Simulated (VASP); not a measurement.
The system is TcSe2.

```xyz
3
Lattice="0.0000 3.1457 3.1457 3.1457 0.0000 3.1457 3.1457 3.1457 0.0000" Properties=species:S:1:pos:R:3 pbc="T T T"
Tc    0.0000    0.0000    0.0000
Se    1.5729    1.5729    1.5729
Se    4.7186    4.7186    4.7186
```

The cell comes from a database or a generator and needn't be the stable form of this composition.

Base run:

| Item | Value |
| --- | --- |
| Program | VASP 6.6.1 |
| Functional | PBE |
| Potentials or basis | VASP PAW PBE potentials, release 64 (Tc_pv, Se) |
| Cutoff | 520 eV |
| k mesh | 5 × 5 × 5 |
| Occupations | gaussian, width 0.05 eV |
| Spin | collinear spin, ferromagnetic start |
| Starting moments | [0.5, 0.0, 0.0] μB |
| Hubbard terms | Tc d U = 8 eV |

Its results: band gap on the k mesh none (metal or under the smearing width); pressure 16.5 GPa; net moment 3.19 μB per cell; site moments Tc +4.14; Se -0.38 μB.

Q: The run is repeated on the same cell with these changes: hubbard terms from Tc d U = 8 eV to Tc d U = 4 eV; further incar settings from ALGO = Fast; EDIFF = 1e-06; NBANDS = 24 to ALGO = Normal; EDIFF = 1e-07. What comes out?

A: Band gap on the k mesh none (metal or under the smearing width); pressure -5.7 GPa; net moment 1.05 μB per cell; site moments Tc +1.32; Se -0.10 μB.
